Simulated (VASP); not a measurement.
The cell holds one Ta (bcc) (100) slab, with vacuum along c, ions free to move until forces fall under 0.03 eV/Å, no reconstruction beyond this cell, dipole correction on.

Consider the following.

```xyz
6
Lattice="3.2840 0.0000 0.0000 0.0000 3.2840 0.0000 0.0000 0.0000 24.7790" Properties=species:S:1:pos:R:3 pbc="T T T"
Ta     1.6420     0.0000     8.4538
Ta     0.0000     1.6420     9.8976
Ta     1.6420     0.0000    11.5178
Ta     0.0000     1.6420    13.2612
Ta     1.6420     0.0000    14.8814
Ta     0.0000     1.6420    16.3252
```

Calculation: PBEsol GGA, VASP's PBE PAW potentials (set 64) (plane waves; VASP). Settings: 400 eV cut-off, 8×8×1 Γ-centred mesh, first-order Methfessel-Paxton smearing of 0.10 eV, potentials Ta_pv.

Slab and bulk use different k-meshes, so the surface energy is good to a few per cent at best. Unless said otherwise, spin-orbit coupling is left out, though it shifts the bands of the heavy elements here.

| Quantity | Value |
|---|---|
| surface energy | 2.77 J/m^2 |
| work function | 3.93 eV |
| band gap (on the k-mesh) | none (metal, semimetal or under 0.01 eV) |

Measured: work function 4.10 eV (computed value off by -0.17 eV), as given by Richard Tran et al., Surface Science (2019), arXiv:1902.07811.

The cell is a thin slab with vacuum, built from Ta (bcc): (100) face.
